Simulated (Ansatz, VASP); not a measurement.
**La2Zr3O: VASP beside Ansatz**

```
La Zr O
1.0
     5.45474    0.00000    0.00000
    -2.72737    4.72394    0.00000
     0.00000    0.00000    6.22540
La Zr O
2 3 1
Direct
  0.33333 0.66667 0.00000
  0.66667 0.33333 0.00000
  0.50000 0.00000 0.50000
  0.50000 0.50000 0.50000
  0.00000 0.50000 0.50000
  0.00000 0.00000 0.00000
```

Change from the starting cell: species swapped into the YCo3B2 type (P6/mmm, No. 191).

Alike in both runs: functional PBE; k mesh 6 × 6 × 4; occupations gaussian, width 0.1 eV; no spin polarisation.

Ansatz relaxed the structure, and its values are those at the end. VASP's run is a single point on that final structure, the one shown.

|  | VASP | Ansatz |
| --- | --- | --- |
| version | VASP 6.6.1 | Ansatz 0.2.0 |
| potentials or method | VASP PAW PBE potentials, release 64 (La, Zr_sv, O) | scalar-relativistic, plane waves, PAW |
| plane-wave cutoff (eV) | 520 | 420 |
| valence electrons in the cell | 64 | 64 |

```csv
,VASP,Ansatz,Ansatz less VASP
gap on the k mesh at the Fermi level (eV),none,none,-
pressure (GPa),0.3,0.3,-0.02
```

A gap of «none» marks a metal or a gap that the smearing closes. The functional is the same, so the differences come from potentials, cutoffs and numerics.

Spin-orbit coupling is left out, which matters for the levels of La.
